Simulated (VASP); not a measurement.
## Sc15VN16: relaxation of cell and atoms with PBEsol

Sc15VN16:

```xyz
32
Lattice="-4.4402 4.4402 -4.4402 4.4402 4.4402 4.4402 4.4402 -4.4402 -4.4402" Properties=species:S:1:pos:R:3 pbc="T T T"
Sc    6.6604    2.2128   -0.0073
Sc    4.4475   -2.2128   -2.2201
Sc    4.4329    4.4402    0.0073
Sc    2.2201    2.2274   -4.4475
Sc    2.2201    0.0000   -2.2201
Sc    4.4475    2.2128   -2.2201
Sc    4.4475    0.0000   -0.0073
Sc    2.2201    6.6531    0.0073
Sc   -0.0073    2.2128   -2.2201
Sc    2.2201    4.4402   -2.2201
Sc    4.4329    4.4402    4.4329
Sc    2.2201    2.2274    0.0073
Sc    4.4329    2.2274    2.2201
Sc   -2.2201    4.4402   -2.2201
Sc    0.0073    4.4402    0.0073
V     2.2201    4.4402    2.2201
N     4.5358    0.0000   -2.2201
N     6.6604    0.0000   -0.0956
N     2.2201    2.2201   -2.2201
N     0.0000    0.0000   -6.6604
N     4.4402    2.2201    0.0000
N     2.2201    0.0000   -4.4402
N     2.2201   -2.2201   -2.2201
N     0.0000    4.4402   -2.2201
N     2.2201    4.4402    0.0956
N     0.0000    2.2201   -4.4402
N     2.2201    2.3157    2.2201
N     4.3447    4.4402    2.2201
N     2.2201    0.0000    0.0000
N     0.0000    6.6604    0.0000
N     2.2201    6.5648    2.2201
N     0.0000    2.2201    0.0000
```

The cell was built by a generator and needn't be a form met in nature.

```json
{
 "Program": "VASP 6.6.1",
 "Task": "relaxation of cell and atoms",
 "Functional": "PBEsol",
 "Potentials or basis": "VASP PAW PBE potentials, release 64 (Sc_sv, V_sv, N)",
 "Cutoff": "600 eV",
 "k mesh": "6 × 6 × 6",
 "Occupations": "methfessel-paxton, width 0.1 eV",
 "Spin": "no spin polarisation",
 "Further INCAR settings": "LREAL = Auto; ALGO = Normal; EDIFF = 1e-07; IBRION = 2; EDIFFG = -0.005; NSW = 90; ISIF = 3"
}
```

```json
{
  "Pressure after relaxing": "-0.1 GPa",
  "Largest force after relaxing": "0.005 eV/Å",
  "Band gap on the k mesh": "none (metal or under the smearing width)"
}
```

Forces in eV/Å, atoms in the order of the input:
```
Sc   0.000 -0.003 -0.003
Sc   0.003  0.003  0.000
Sc  -0.003  0.000  0.003
Sc   0.000  0.003 -0.003
Sc   0.000  0.000  0.000
Sc   0.003 -0.003  0.000
Sc   0.003  0.000 -0.003
Sc   0.000 -0.003  0.003
Sc  -0.003 -0.003  0.000
Sc   0.000  0.000  0.000
Sc  -0.003  0.000 -0.003
Sc   0.000  0.003  0.003
Sc  -0.003  0.003  0.000
Sc   0.000  0.000  0.000
Sc   0.003  0.000  0.003
V    0.000  0.000  0.000
N   -0.003  0.000  0.000
N    0.000  0.000  0.003
N    0.000  0.000  0.000
N    0.000  0.000  0.000
N    0.000  0.000  0.000
N    0.000  0.000  0.000
N    0.000  0.000  0.000
N    0.000  0.000  0.000
N    0.000  0.000 -0.003
N    0.000  0.000  0.000
N    0.000 -0.003  0.000
N    0.003  0.000  0.000
N    0.000  0.000  0.000
N    0.000  0.000  0.000
N    0.000  0.003  0.000
N    0.000  0.000  0.000
```

Final structure:
```
Sc V N
1.0
    -4.44024    4.44024   -4.44024
     4.44024    4.44024    4.44024
     4.44024   -4.44024   -4.44024
Sc V N
15 1 16
Direct
  0.25000 0.99918 0.75082
  0.00082 0.25165 0.75082
  0.49918 0.99918 0.49835
  0.75165 0.50082 0.75082
  0.25000 0.25000 0.50000
  0.49918 0.75000 0.75082
  0.00082 0.50082 0.50165
  0.74835 0.99918 0.24918
  0.49918 0.24835 0.24918
  0.75000 0.75000 0.50000
  0.00082 0.99918 0.00000
  0.25000 0.50082 0.24918
  0.00082 0.75000 0.24918
  0.75000 0.25000 0.00000
  0.49918 0.50082 0.00000
  0.25000 0.75000 0.00000
  0.25000 0.51076 0.76076
  0.01076 0.75000 0.76076
  0.50000 0.50000 0.50000
  0.75000 0.00000 0.75000
  0.25000 0.75000 0.50000
  0.50000 0.25000 0.75000
  0.00000 0.00000 0.50000
  0.75000 0.50000 0.25000
  0.48924 0.75000 0.23924
  0.75000 0.25000 0.50000
  0.01076 0.51076 0.00000
  0.25000 0.98924 0.23924
  0.00000 0.25000 0.25000
  0.75000 0.75000 0.00000
  0.48924 0.98924 0.00000
  0.25000 0.25000 0.00000
```

Levels at points of the mesh, in eV from the Fermi level:
```csv
k point,band 127,band 128,band 129,band 130,band 131,band 132
"(0.00, 0.00, 0.00)",-0.96,-0.96,-0.61,-0.61,-0.61,0.78
"(0.50, 0.00, 0.00)",-1.75,-1.64,0.20,0.29,0.33,0.98
"(0.50, 0.50, 0.50)",-1.41,-1.41,-0.18,-0.18,-0.18,0.36
```

It took 7 min on 8 MPI ranks on AMD EPYC 9R45 96-Core Processor (Zen 5) (shared host), peak memory 1 GiB a rank.

Caveat: the relaxation stopped at its first step, so nothing moved; the PAW data sets were made with another functional, which shifts forces and pressure a little; the run has no spin polarisation, though such a crystal can be magnetic. With open d or f shells a metallic result of PBEsol can be an artefact of self-interaction; +U or a hybrid may open a gap.
